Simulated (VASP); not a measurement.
**Si3N4 (P6_3/m): a series in a change of volume**

How do the elastic response and the band edges of Si3N4 follow a change of volume?

Main program and level: VASP 6.6.1; PBEsol; plane waves and PAW (Si, N), in the first sound run; inputs show where later runs differ.

Report form: the programs' logs are mostly left out.

## Step 1: The structure

It takes space group P6_3/m (No. 176, hexagonal). Conventional cell: a = 7.609 Å, b = 7.609 Å, c = 2.908 Å, α = 90.00°, β = 90.00°, γ = 120.00°. Nearest to Si lie 4 N at 1.71 to 1.79 Å. Nearest to N lie 3 Si at 1.73 Å. N has 3 Si at 1.71 to 1.79 Å nearest. Farther neighbours and most contacts between anions are not listed.

Coordinates:

```cif
data_structure
_symmetry_space_group_name_H-M 'P 1'
_symmetry_Int_Tables_number 1
_cell_length_a 7.6093
_cell_length_b 7.6093
_cell_length_c 2.9079
_cell_angle_alpha 90.000
_cell_angle_beta 90.000
_cell_angle_gamma 120.000
_cell_volume 145.81
loop_
_atom_site_label
_atom_site_type_symbol
_atom_site_fract_x
_atom_site_fract_y
_atom_site_fract_z
_atom_site_occupancy
Si1 Si 0.17420 0.76780 0.25000 1
Si2 Si 0.40640 0.17420 0.75000 1
Si3 Si 0.23220 0.40640 0.25000 1
Si4 Si 0.82580 0.23220 0.75000 1
Si5 Si 0.59360 0.82580 0.25000 1
Si6 Si 0.76780 0.59360 0.75000 1
N7 N 0.33333 0.66667 0.25000 1
N8 N 0.66667 0.33333 0.75000 1
N9 N 0.32900 0.03900 0.25000 1
N10 N 0.29000 0.32900 0.75000 1
N11 N 0.96100 0.29000 0.25000 1
N12 N 0.67100 0.96100 0.75000 1
N13 N 0.71000 0.67100 0.25000 1
N14 N 0.03900 0.71000 0.75000 1
```

## Step 2: Relax the crystal, PBEsol

The series starts from the cell that this level prefers, so that zero strain is near zero stress.

Level: PBEsol; plane waves and PAW (Si, N).

INCAR

```
SYSTEM = Si3N4
PREC = Accurate
ENCUT = 600
EDIFF = 1E-06
NELM = 120
ISMEAR = 0
SIGMA = 0.02
LREAL = .FALSE.
ALGO = Normal
GGA = PS
NBANDS = 46
LASPH = .TRUE.
LORBIT = 11
LWAVE = .FALSE.
LCHARG = .FALSE.
KPAR = 16
IBRION = 2
NSW = 40
ISIF = 3
EDIFFG = -0.005
POTIM = 0.4
```

POSCAR

```
Si3N4
1.0
    7.6093012500      0.0000000000      0.0000000000
   -3.8046506300      6.5898481900      0.0000000000
    0.0000000000      0.0000000000      2.9079000000
Si N
6 8
Direct
    0.1742000000      0.7678000000      0.2500000000
    0.4064000000      0.1742000000      0.7500000000
    0.2322000000      0.4064000000      0.2500000000
    0.8258000000      0.2322000000      0.7500000000
    0.5936000000      0.8258000000      0.2500000000
    0.7678000000      0.5936000000      0.7500000000
    0.3333333330      0.6666666670      0.2500000000
    0.6666666670      0.3333333330      0.7500000000
    0.3290000000      0.0390000000      0.2500000000
    0.2900000000      0.3290000000      0.7500000000
    0.9610000000      0.2900000000      0.2500000000
    0.6710000000      0.9610000000      0.7500000000
    0.7100000000      0.6710000000      0.2500000000
    0.0390000000      0.7100000000      0.7500000000
```

KPOINTS

```
Automatic mesh
0
Gamma
5 5 10
0 0 0
```

The projector-augmented-wave data sets are Si and N (PBE family, release 64).

Launch:

```console
mpirun -np 16 vasp_std
```

Wall time 3.9 min (16 MPI ranks of Intel Xeon 6975P-C (Granite Rapids), shared host); peak memory 7.6 GiB.

Read from the output:

```
energy(sigma→0) of the program : -120.3973 eV
stress, compression positive   : xx, yy, zz 0.00, 0.00, 0.02 GPa
volume                         : 146.592 Å³
ionic steps                    : 19
```

## Step 3: Relax at fixed volume, PBEsol

One member in full: the volume is scaled by 0.98, and shape and atoms relax at that volume.

Level: PBEsol; plane waves and PAW (Si, N).

INCAR

```
SYSTEM = Si3N4
PREC = Accurate
ENCUT = 600
EDIFF = 1E-07
NELM = 120
ISMEAR = 0
SIGMA = 0.02
LREAL = .FALSE.
ALGO = Normal
GGA = PS
NBANDS = 46
LASPH = .TRUE.
LORBIT = 11
LWAVE = .FALSE.
LCHARG = .FALSE.
KPAR = 8
IBRION = 2
NSW = 40
ISIF = 4
EDIFFG = -0.004
POTIM = 0.4
```

POSCAR

```
Si3N4
1.0
    7.5749589697     -0.0000000438      0.0000000000
   -3.7874794519      6.5601069248      0.0000000000
    0.0000000000      0.0000000000      2.8909772511
Si N
6 8
Direct
    0.1739318773      0.7675588007      0.2500000000
    0.4063730766      0.1739318773      0.7500000000
    0.2324411993      0.4063730766      0.2500000000
    0.8260681227      0.2324411993      0.7500000000
    0.5936269234      0.8260681227      0.2500000000
    0.7675588007      0.5936269234      0.7500000000
    0.3333333330      0.6666666670      0.2500000000
    0.6666666670      0.3333333330      0.7500000000
    0.3299967792      0.0295830339      0.2500000000
    0.3004137453      0.3299967792      0.7500000000
    0.9704169661      0.3004137453      0.2500000000
    0.6700032208      0.9704169661      0.7500000000
    0.6995862547      0.6700032208      0.2500000000
    0.0295830339      0.6995862547      0.7500000000
```

KPOINTS is that of step 2.

Launch:

```console
mpirun -np 8 vasp_std
```

Wall time 2.2 min (8 MPI ranks); peak memory 3.5 GiB.

Numbers from this step:

| Property | Result |
| --- | --- |
| energy(sigma→0) of the program | -120.3482 eV |
| stress, compression positive | xx, yy, zz 5.09, 5.09, 5.12 GPa |
| ionic steps | 12 |

## Step 4: Dielectric response, PBEsol

Linear response gives the dielectric tensors, Born charges and zone-centre modes.

Level: PBEsol; plane waves and PAW (Si, N).

INCAR

```
SYSTEM = Si3N4
PREC = Accurate
ENCUT = 600
EDIFF = 1E-08
NELM = 120
ISMEAR = 0
SIGMA = 0.02
LREAL = .FALSE.
ALGO = Normal
GGA = PS
NBANDS = 46
LASPH = .TRUE.
LWAVE = .FALSE.
LCHARG = .FALSE.
KPAR = 8
LEPSILON = .TRUE.
IBRION = 8
NSW = 1
```

POSCAR

```
Si3N4
1.0
    7.5728868976     -0.0000000710      0.0000000000
   -3.7864433938      6.5583124720      0.0000000000
    0.0000000000      0.0000000000      2.8925595094
Si N
6 8
Direct
    0.1726666323      0.7662464493      0.2500000000
    0.4064201829      0.1726666323      0.7500000000
    0.2337535507      0.4064201829      0.2500000000
    0.8273333677      0.2337535507      0.7500000000
    0.5935798171      0.8273333677      0.2500000000
    0.7662464493      0.5935798171      0.7500000000
    0.3333333330      0.6666666670      0.2500000000
    0.6666666670      0.3333333330      0.7500000000
    0.3296320581      0.0283721051      0.2500000000
    0.3012599531      0.3296320581      0.7500000000
    0.9716278949      0.3012599531      0.2500000000
    0.6703679419      0.9716278949      0.7500000000
    0.6987400469      0.6703679419      0.2500000000
    0.0283721051      0.6987400469      0.7500000000
```

KPOINTS

```
Automatic mesh
0
Gamma
4 4 8
0 0 0
```

Launch:

```console
mpirun -np 8 vasp_std
```

Wall time 11 min (8 MPI ranks); peak memory 10 GiB.

This run gave:

```
ε∞, diagonal : 4.25, 4.25, 4.34
```

## Step 5: Gap at another level, r2SCAN

The gap is read on the mesh at a level that opens it further.

Level: r2SCAN; plane waves and PAW (Si, N).

INCAR

```
SYSTEM = Si3N4
PREC = Accurate
ENCUT = 600
EDIFF = 1E-06
NELM = 100
ISMEAR = 0
SIGMA = 0.02
LREAL = .FALSE.
ALGO = Normal
METAGGA = R2SCAN
LASPH = .TRUE.
NBANDS = 36
LWAVE = .FALSE.
LCHARG = .FALSE.
KPAR = 8
```

POSCAR is that of step 4.

KPOINTS is that of step 4.

Launch:

```console
mpirun -np 8 vasp_std
```

Wall time 32 s (8 MPI ranks); peak memory 3 GiB.

Numbers from this step:

```
energy(sigma→0) of the program : -144.1413 eV
stress, compression positive   : xx, yy, zz 3.11, 3.11, 3.13 GPa
```

The run ends at a pressure of 3.12 GPa, with forces up to 0.073 eV/Å.

## Step 6: Gap at another level, TB-mBJ

Level: TB-mBJ; plane waves and PAW (Si, N).

TB-mBJ has no energy functional, so the total energy, stress and pressure in this output mean nothing.

INCAR: that of step 5 with these lines changed.

```diff
@@ -4,3 +4,3 @@
 EDIFF = 1E-06
-NELM = 100
+NELM = 150
 ISMEAR = 0
@@ -9,3 +9,3 @@
 ALGO = Normal
-METAGGA = R2SCAN
+METAGGA = MBJ
 LASPH = .TRUE.
```

POSCAR is that of step 5.

KPOINTS is that of step 5.

Launch:

```console
mpirun -np 8 vasp_std
```

The job ended after 52 s (8 MPI ranks; peak memory 3.2 GiB).

## Step 7: The table

The other members went through these steps as far as the tables show, with the same cutoff and, step by step, the same mesh; 24 runs are not shown. The session took 17 core hours (wall time by ranks) on a shared machine.

The dielectric columns come from linear-response runs at PBEsol, run where the gap exceeds a picked 1.2 eV, on a mesh of 4×4×8.

```tsv
volume over the relaxed volume	volume (Å³/atom)	pressure (GPa)	energy above the unstrained row (meV/atom)	gap on the mesh, PBEsol (eV)	ε∞ (mean)	static ε (mean)	largest Born charge, mean of the diagonal (e)	lowest optical mode (cm⁻¹)	highest mode without LO–TO splitting (cm⁻¹)
0.940	9.843	16.861	32.433	4.383	4.234	8.134	3.347	159.220	1116.200
0.960	10.052	10.698	14.168	4.319	4.256	8.128	3.348	165.010	1090.470
0.980	10.261	5.099	3.588	4.254	4.280	8.146	3.348	169.893	1065.750
1	10.471	-0.002	0.000	4.188	4.308	8.187	3.349	174.300	1041.140
1.020	10.680	-4.641	2.765	4.122	4.338	8.250	3.350	177.779	1017.100
1.040	10.890	-8.849	11.312	4.054	4.370	8.329	3.350	180.645	993.897
1.060	11.099	-12.669	25.102	3.989	4.405	8.426	3.351	183.137	971.222
```

A cubic of the pressure in ln(V/V₀) through all rows has the slope −B at V₀: B = 243 GPa, and its curvature gives B′ = 3.8.

Gaps at r2SCAN, read on its mesh alone:

```tsv
volume over the relaxed volume	gap (eV)
0.940	5.193
0.960	5.127
0.980	5.060
1	4.990
1.020	4.920
1.040	4.847
1.060	4.761
```

Gaps at TB-mBJ, read on its mesh alone, with one row partly withheld:

```tsv
volume over the relaxed volume	gap (eV)
0.940	6.011
0.960	?
0.980	5.870
1	5.797
1.020	5.724
1.040	5.582
1.060	5.362
```

## Step 8: Fit and prediction

The quantity to fit is the gap at TB-mBJ: 6.011, 5.870, 5.797, 5.724, 5.582, 5.362 eV in the rows shown.

A least-squares parabola through the 6 rows shown, with u the logarithm of the volume ratio: E = − 34.92 u² − 5.193 u + 5.811 (eV), r.m.s. residual 0.025 eV.

At u = -0.04082 this predicts 5.9643 eV.

## Step 9: The withheld row

The calculation gives 5.9408 eV, so the prediction is 0.0235 eV too high, within twice the residual of the fit.

The rows do not lie on one parabola (a picked bound of 1 % of their span for the r.m.s. residual). Levels that cross, a degenerate level that splits or an edge that moves to another point can do that; which it is was not traced. So the linear term is no slope at zero strain, and none is listed.

## Step 10: Summary of results

| Quantity | Value |
| --- | --- |
| bulk modulus | 243 GPa |
| gap of the unstrained cell, r2SCAN | 4.99 eV |
| gap of the unstrained cell, TB-mBJ | 5.80 eV |
| error of the predicted row | 23.5 meV |

What this shows: The slope of the energy gives 0.24 GPa at the relaxed volume where the pressure column has 0.00 GPa, a mark of the finite basis. The electronic dielectric constant goes from 4.23 at 0.94 to 4.41 at 1.06 of the relaxed volume; d ln / d ln V = 0.33. The static dielectric constant goes from 8.13 at 0.94 to 8.43 at 1.06 of the relaxed volume; d ln / d ln V = 0.30. The highest mode without LO–TO splitting (cm⁻¹) goes from 1116 at 0.94 to 971 at 1.06 of the relaxed volume; d ln / d ln V = -1.16; the highest mode need not be the same one at all volumes. r2SCAN opens gaps somewhat over GGA but leaves them below measured values as a rule. TB-mBJ is a potential fitted for gaps; it has no energy functional, so its total energies and forces mean nothing, and its bands tend to come out too narrow. Temperature, zero-point motion and excitons are left out.

[Lines on the potential files, build, host, timing and source positions are cut from VASP's logs without a mark.]

[Logs are printed without paths, hosts, clocks, repeated set-up lines and the standing remarks that a program may print on its own settings, such as how far it seeks lower states.]

[Hosts, paths, dates, database ids (printed as entryN), source tags and the programs' standing remarks are cut or masked in the printed files.]

[In band tables of VASP the shares of atoms and orbitals are scaled to a sum of 1 inside the atoms' spheres.]
